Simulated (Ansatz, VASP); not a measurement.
Given: the input of a run of Ansatz 0.2.0 on NbTe.

Contents of input.yaml:

```yaml
crystal:
  lattice:
    - [3.7274981105, 0.0, 0.0]
    - [-1.8637490552, 3.2281080563, 0.0]
    - [0.0, 0.0, 3.7186766865]
  atoms:
    - { symbol: Te, position: [0.6666666667, 0.3333333333, 0.0] }
    - { symbol: Nb, position: [0.0, 0.0, 0.5] }
hamiltonian:
  xc: pbesol
  pseudopotentials: { kind: paw }
kpoints:
  mp_grid: { grid: [8, 8, 7] }
scf:
  occupations: { method: fermi_dirac, width: 0.05 }
output:
  forces: true
  stress: true
  eigenvalues: true
```

Potentials or basis: Ansatz PAW.

Launch:

```bash
$ ansatz run input.yaml --threads 1 --pin off --max-ram 3584MiB --backend cpu --events-out ev --progress --plain --runs-dir out
```

Set up the same calculation for VASP 6.6.1. Potentials there: VASP PAW PBE potentials, release 64 (Te, Nb_sv).

As run (the cutoff follows the program's own potentials):

Contents of INCAR:

```
PREC = Accurate
ENCUT = 520
EDIFF = 1E-7
ISMEAR = -1
SIGMA = 0.05
LREAL = False
LASPH = True
NELM = 80
ALGO = Normal
ISIF = 2
LWAVE = False
LCHARG = False
GGA = PS
NBANDS = 16
```

The input KPOINTS:

```
regular mesh
0
Gamma
  8 8 7
```

The input POSCAR:

```
NbTe
1.0
    3.7274981105      0.0000000000      0.0000000000
   -1.8637490552      3.2281080563      0.0000000000
    0.0000000000      0.0000000000      3.7186766865
Te Nb
1 1
Direct
    0.6666666667      0.3333333333      0.0000000000
    0.0000000000      0.0000000000      0.5000000000
```

Potentials or basis: VASP PAW PBE potentials, release 64 (Te, Nb_sv).

Command:

```bash
$ cat potpaw_PBE.64/Te/POTCAR potpaw_PBE.64/Nb_sv/POTCAR > POTCAR
$ mpirun -np 1 vasp_std > vasp.out
```

Both were run:

|  | VASP | Ansatz | Ansatz less VASP |
| --- | --- | --- | --- |
| gap on the k mesh at the Fermi level (eV) | none | none | - |
| pressure (GPa) | -7.4 | -7.3 | +0.08 |
| largest component of the traceless stress (GPa) | 0.44 | 0.42 | -0.017 |

A gap of «none» marks a metal or a gap that the smearing closes. The two sets of potentials don't hold the same shells in valence.

Caveats: the PAW data sets were made with another functional, which shifts forces and pressure a little (VASP); the PAW data sets come from PBE, with cores solved anew for the run's functional, which leaves a small shift of forces and pressure (Ansatz). The runs have no spin-orbit coupling, so splittings on Te are missing.
